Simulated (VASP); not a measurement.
Here is a VASP 6.6.1 calculation.

Contents of POSCAR:

```
AlGa3O6
1.0
   -2.4658782700      4.2710264500      0.0000000000
   -4.9317565400      0.0000000000      0.0000000000
   -2.4658782700      1.4236754800      4.4873951700
Ga Al O
3 1 6
Direct
    0.3520960000      0.3520960000      0.9437120000
    0.1479040000      0.1479040000      0.5562880000
    0.8520960000      0.8520960000      0.4437120000
    0.6479040000      0.6479040000      0.0562880000
    0.2500000000      0.5561455000      0.2500000000
    0.4438545000      0.0561455000      0.7500000000
    0.5561455000      0.9438545000      0.2500000000
    0.9438545000      0.2500000000      0.2500000000
    0.0561455000      0.7500000000      0.7500000000
    0.7500000000      0.4438545000      0.7500000000
```

File INCAR.step1:

```
SYSTEM = AlGa3O6
ALGO = Normal ; EDIFF = 1E-6
ENCUT = 520 ; GGA = PS
ISIF = 2 ; ISMEAR = 0
KPAR = 4 ; LASPH = .True.
LCHARG = .True. ; LREAL = .False.
LWAVE = .False. ; NBANDS = 50
NELM = 80 ; PREC = Accurate
SIGMA = 0.02
```

Contents of KPOINTS.step1:

```
k-points
0
Gamma
  6 6 6
  0 0 0
```

The input INCAR.step2:

```
SYSTEM = AlGa3O6
ALGO = Normal ; EDIFF = 1E-6
ENCUT = 520 ; GGA = PS
ICHARG = 11 ; ISIF = 2
ISMEAR = 0 ; KPAR = 4
LASPH = .True. ; LCHARG = .False.
LREAL = .False. ; LWAVE = .False.
NBANDS = 50 ; NELM = 80
PREC = Accurate ; SIGMA = 0.05
```

The input KPOINTS.step2:

```
path GLB1,BZGX,QFP1Z,LP
20
line-mode
reciprocal
 0.0000000000  0.0000000000  0.0000000000  G
 0.0000000000 -0.5000000000  0.0000000000  L

 0.0000000000 -0.5000000000  0.0000000000  L
 0.4675393903 -0.2662303049  0.2337696951  B1

 0.2662303049 -0.2662303049  0.5000000000  B
 0.0000000000  0.0000000000  0.5000000000  Z

 0.0000000000  0.0000000000  0.5000000000  Z
 0.0000000000  0.0000000000  0.0000000000  G

 0.0000000000  0.0000000000  0.0000000000  G
 0.3668848476 -0.3668848476  0.0000000000  X

 0.3668848476 -0.2662303049  0.3668848476  Q
 0.5000000000  0.0000000000  0.5000000000  F

 0.5000000000  0.0000000000  0.5000000000  F
 0.3993454573  0.0000000000  0.6331151524  P1

 0.3993454573  0.0000000000  0.6331151524  P1
 0.0000000000  0.0000000000  0.5000000000  Z

 0.0000000000 -0.5000000000  0.0000000000  L
 0.0000000000 -0.3993454573  0.3668848476  P
```

Potentials or basis: VASP PAW PBE potentials, release 64 (Ga_d, Al, O).

Launch:

```bash
$ cat potpaw_PBE.64/Ga_d/POTCAR potpaw_PBE.64/Al/POTCAR potpaw_PBE.64/O/POTCAR > POTCAR
$ cp INCAR.step1 INCAR
$ cp KPOINTS.step1 KPOINTS
$ mpirun -np 4 vasp_std > vasp.out
$ cp INCAR.step2 INCAR
$ cp KPOINTS.step2 KPOINTS
$ mpirun -np 4 vasp_std > vasp.out
```

Problem. Predict the band gap along the path.

Solution. 3.42 eV, indirect (least direct gap 3.60 eV).

Problem. Predict the band gap on the k mesh.

Solution. 3.42 eV, indirect (least direct gap 3.60 eV).

Levels at the corners of the path, in eV from the valence-band top:
| point | band 35 | band 36 | band 37 | band 38 | band 39 | band 40 | band 41 | band 42 | band 43 | band 44 |
| --- | --- | --- | --- | --- | --- | --- | --- | --- | --- | --- |
| Γ | -0.36 | -0.36 | -0.36 | -0.18 | -0.18 | 3.42 | 7.09 | 7.53 | 9.66 | 10.03 |
| L | -1.15 | -0.97 | -0.94 | -0.26 | -0.16 | 6.60 | 6.75 | 6.99 | 8.07 | 10.15 |
| L | -1.15 | -0.97 | -0.94 | -0.26 | -0.16 | 6.60 | 6.75 | 6.99 | 8.07 | 10.15 |
| B1 | -0.95 | -0.70 | -0.62 | -0.42 | -0.29 | 6.87 | 7.13 | 7.47 | 8.47 | 9.06 |
| B | -0.95 | -0.70 | -0.62 | -0.42 | -0.29 | 6.87 | 7.13 | 7.47 | 8.47 | 9.06 |
| Z | -1.51 | -0.42 | -0.42 | -0.20 | -0.20 | 6.10 | 6.51 | 8.06 | 8.83 | 9.89 |
| Z | -1.51 | -0.42 | -0.42 | -0.20 | -0.20 | 6.10 | 6.51 | 8.06 | 8.83 | 9.89 |
| Γ | -0.36 | -0.36 | -0.36 | -0.18 | -0.18 | 3.42 | 7.09 | 7.53 | 9.66 | 10.03 |
| Γ | -0.36 | -0.36 | -0.36 | -0.18 | -0.18 | 3.42 | 7.09 | 7.53 | 9.66 | 10.03 |
| X | -0.76 | -0.74 | -0.58 | -0.48 | -0.18 | 6.71 | 7.01 | 7.43 | 8.45 | 9.04 |
| Q | -0.76 | -0.74 | -0.58 | -0.48 | -0.18 | 6.71 | 7.01 | 7.43 | 8.45 | 9.04 |
| F | -1.07 | -0.90 | -0.83 | -0.33 | -0.17 | 6.85 | 7.18 | 7.89 | 8.80 | 9.01 |
| F | -1.07 | -0.90 | -0.83 | -0.33 | -0.17 | 6.85 | 7.18 | 7.89 | 8.80 | 9.01 |
| P1 | -1.01 | -0.86 | -0.66 | -0.53 | -0.33 | 6.89 | 7.36 | 7.59 | 8.70 | 8.84 |
| P1 | -1.01 | -0.86 | -0.66 | -0.53 | -0.33 | 6.89 | 7.36 | 7.59 | 8.70 | 8.84 |
| Z | -1.51 | -0.42 | -0.42 | -0.20 | -0.20 | 6.10 | 6.51 | 8.06 | 8.83 | 9.89 |
| L | -1.15 | -0.97 | -0.94 | -0.26 | -0.16 | 6.60 | 6.75 | 6.99 | 8.07 | 10.15 |
| P | -1.01 | -0.86 | -0.66 | -0.53 | -0.33 | 6.89 | 7.36 | 7.59 | 8.70 | 8.84 |

Caveat: the log is that of the step along the path at fixed density, whose energy, stress, charges and moments have no meaning.
